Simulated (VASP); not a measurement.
The cell holds one NaH (rock salt) (100) slab, with vacuum along c, ions free to move until forces fall under 0.03 eV/Å, no reconstruction beyond this cell, dipole correction on. Ionisation potential and electron affinity count from the cell's own band edges, surface states included.

Data:

```xyz
8
Lattice="3.3854 0.0000 0.0000 0.0000 3.3854 0.0000 0.0000 0.0000 24.2916" Properties=species:S:1:pos:R:3 pbc="T T T"
Na     3.3854     1.6927     8.5567
Na     1.6927     0.0000    10.9484
Na     0.0000     1.6927    13.3431
Na     1.6927     0.0000    15.7348
H      3.3854     1.6927    10.9484
H      1.6927     0.0000     8.5534
H      3.3854     1.6927    15.7381
H      1.6927     0.0000    13.3431
```

The numbers are results of PBEsol GGA, VASP's PBE PAW potentials (set 64) (plane waves; VASP 6.6.1), not measurements. Run with 400 eV cut-off, 6×6×1 Γ-centred mesh, Gaussian smearing of 0.050 eV, potentials Na_pv H.

Slab and bulk use different k-meshes, so the surface energy is good to a few per cent at best.

```
Quantity                   Value
--------------------  ----------
surface energy        0.24 J/m^2
ionisation potential     4.11 eV
electron affinity        0.92 eV
```

The cell is a thin slab with vacuum, built from NaH (rock salt): (100) face.
